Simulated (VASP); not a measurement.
Consider the following.

```yaml
crystal:
  lattice:
    - [1.57781, -2.73285, 0.00000]
    - [1.57781, 2.73285, 0.00000]
    - [0.00000, 0.00000, 3.58046]
  atoms:
    - { symbol: Hf, position: [0.00000, 0.00000, 0.00000] }
    - { symbol: B, position: [0.33333, 0.66667, 0.50000] }
    - { symbol: B, position: [0.66667, 0.33333, 0.50000] }
```

All values below come from vdW-DF2, VASP's PBE PAW potentials (set 64) (plane waves; VASP). Run with 520 eV cut-off, 12×12×10 Γ-centred mesh, tetrahedra with Blöchl corrections, potentials Hf_pv B.

Unless said otherwise, spin-orbit coupling is left out, though it shifts the bands of the heavy elements here.

Task: Tabulate the total density of states (states/eV per cell) against energy (eV; zero at the valence-band maximum or, without a gap, the Fermi level).

Result: 
| E (eV) | DOS (states/eV) |
|---|---|
| -9.98 | 0.73 |
| -9.74 | 0.59 |
| -9.50 | 0.33 |
| -9.26 | 0.28 |
| -9.02 | 0.15 |
| -8.90 | 0.22 |
| -8.66 | 0.36 |
| -8.42 | 0.55 |
| -8.18 | 0.73 |
| -7.94 | 0.70 |
| -7.70 | 0.70 |
| -7.46 | 0.59 |
| -7.22 | 0.58 |
| -6.98 | 0.61 |
| -6.74 | 0.64 |
| -6.62 | 0.70 |
| -6.38 | 0.82 |
| -6.14 | 0.72 |
| -5.90 | 0.61 |
| -5.66 | 0.86 |
| -5.42 | 1.25 |
| -5.18 | 1.16 |
| -4.94 | 1.13 |
| -4.70 | 1.16 |
| -4.46 | 1.39 |
| -4.34 | 1.62 |
| -4.10 | 1.76 |
| -3.86 | 2.94 |
| -3.62 | 1.65 |
| -3.38 | 1.11 |
| -3.14 | 1.34 |
| -2.90 | 1.77 |
| -2.66 | 1.14 |
| -2.42 | 1.01 |
| -2.18 | 0.99 |
| -2.06 | 0.97 |
| -1.82 | 0.84 |
| -1.58 | 0.67 |
| -1.34 | 0.57 |
| -1.10 | 0.50 |
| -0.86 | 0.20 |
| -0.62 | 0.14 |
| -0.38 | 0.13 |
| -0.14 | 0.16 |
| 0.10 | 0.32 |
| 0.22 | 0.43 |
| 0.46 | 0.53 |
| 0.70 | 0.67 |
| 0.94 | 0.92 |
| 1.18 | 1.12 |
| 1.42 | 1.25 |
| 1.66 | 1.12 |
| 1.90 | 1.05 |
| 2.14 | 1.04 |
| 2.38 | 1.13 |
| 2.50 | 1.25 |
| 2.74 | 1.47 |
| 2.98 | 1.27 |
| 3.22 | 1.31 |
| 3.46 | 1.53 |
Within 2 eV below the Fermi level the largest weight inside VASP's projection spheres is Hf d, then B p.

The compound is HfB2 in the AlB2 type structure. It was relaxed first.
